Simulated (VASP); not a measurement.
LiCl (rock salt), at 1.04 of the tabulated volume:

```yaml
crystal:
  lattice:
    - [0.00000, 2.60382, 2.60382]
    - [2.60382, 0.00000, 2.60382]
    - [2.60382, 2.60382, 0.00000]
  atoms:
    - { symbol: Li, position: [0.00000, 0.00000, 0.00000] }
    - { symbol: Cl, position: [0.50000, 0.50000, 0.50000] }
```

The lowest empty band near Γ, direction [100], from PBE with spin-orbit coupling in VASP (PAW); its two spin partners are averaged. The gap over the points computed is 6.04 eV, and the next band on that side lies 5.81 eV away at the edge.

Settings: 520 eV cut-off, 10×10×10 Γ-centred mesh, Gaussian smearing of 0.050 eV, potentials Li_sv Cl.

```json
[
 {"distance from the edge in k (1/Å)": "0.025", "distance in energy (meV)": "5.1"},
 {"distance from the edge in k (1/Å)": "0.035", "distance in energy (meV)": "10.0"},
 {"distance from the edge in k (1/Å)": "0.050", "distance in energy (meV)": "20.4"},
 {"distance from the edge in k (1/Å)": "0.070", "distance in energy (meV)": "39.8"}
]
```

Question: Fit E(1 + αE) = ħ²k²/2m* (ħ²/2m0 = 3.810 eV Å²) and predict the row at 0.095 1/Å.

Answer: The rows don't resolve α, so a parabola serves: the electron mass is m* = 0.469 m0, and so 73.4 meV. The run gave 73.0 meV, -0.4 meV from the fit.

Left out are points under 3 meV from the edge, since the levels carry 0.1 meV, and points farther than half the way to the next band.

The compound is LiCl in the rock salt structure. The cell was not relaxed at this level.
